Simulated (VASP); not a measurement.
VASP input:

### INCAR
```
SYSTEM  =  PdF4
PREC  =  Accurate; ENCUT  =  520; LREAL  =  .FALSE.
LASPH  =  .TRUE.
EDIFF  =  1E-6; NELM  =  100; ALGO  =  Normal
LMAXMIX  =  4
ISMEAR  =  0; SIGMA  =  0.05
GGA  =  PS
IBRION  =  2; NSW  =  60; ISIF  =  3
EDIFFG  =  -0.02
LWAVE  =  .FALSE.; LCHARG  =  .FALSE.
```

File KPOINTS:
```
Regular mesh
0
Gamma
5 5 5
0 0 0
```

**POSCAR**
```
PdF4
1
    0.0000000000     4.7043595615     2.8693503647
    4.5966002825     0.0000000000     2.8693503647
    4.5966002825     4.7043595615     0.0000000000
Pd F
2 8
Direct
  0.2604752292   0.2604752292   0.7395247708
  0.5104752292   0.5104752292   0.9895247708
  0.7128403085   0.7505050829   0.9722420089
  0.7505050829   0.7128403085   0.5644125997
  0.6855874003   0.2777579911   0.4994949171
  0.2777579911   0.6855874003   0.5371596915
  0.7953785675   0.2038008120   0.0184353719
  0.2038008120   0.7953785675   0.9823852487
  0.2676147513   0.2315646281   0.0461991880
  0.2315646281   0.2676147513   0.4546214325
```

POTCAR, in this order: Pd F (PBE.64 set). Program: vasp_std.

Q: Write an equivalent input for Ansatz.

A: One equivalent input (not run):
Ansatz 0.2 input:
```yaml
crystal:
  lattice:
    - [0.0000000, 4.7043596, 2.8693504]
    - [4.5966003, 0.0000000, 2.8693504]
    - [4.5966003, 4.7043596, 0.0000000]
  atoms:
    - { symbol: Pd, position: [0.2604752, 0.2604752, 0.7395248] }
    - { symbol: Pd, position: [0.5104752, 0.5104752, 0.9895248] }
    - { symbol: F, position: [0.7128403, 0.7505051, 0.9722420] }
    - { symbol: F, position: [0.7505051, 0.7128403, 0.5644126] }
    - { symbol: F, position: [0.6855874, 0.2777580, 0.4994949] }
    - { symbol: F, position: [0.2777580, 0.6855874, 0.5371597] }
    - { symbol: F, position: [0.7953786, 0.2038008, 0.0184354] }
    - { symbol: F, position: [0.2038008, 0.7953786, 0.9823852] }
    - { symbol: F, position: [0.2676148, 0.2315646, 0.0461992] }
    - { symbol: F, position: [0.2315646, 0.2676148, 0.4546214] }
kpoints:
  mp_grid: { grid: [5, 5, 5] }
hamiltonian:
  xc: pbesol
  pseudopotentials: { kind: paw }
scf:
  occupations: { method: gaussian, width: 0.05 }
  max_iter: 100
relax:
  max_steps: 60
  f_tol: 0.02
  cell: {}
output: { forces: true, stress: true, eigenvalues: true }
```
The two are equivalent in intent, not identical: each code has its own PAW files, so the cut-off isn't converted (ENCUT is set for VASP's; basis.ecutwfc is left out, and Ansatz then takes the one that its files recommend); Ansatz stops its SCF on the density residual and VASP on the energy change (EDIFF).

The structure comes from a computed database's PdF4 entry (Fdd2); how it stands against other phases isn't given here. This run relaxes it. Symmetry was kept, so distortions that lower it aren't found. The start is the result of an earlier pass.
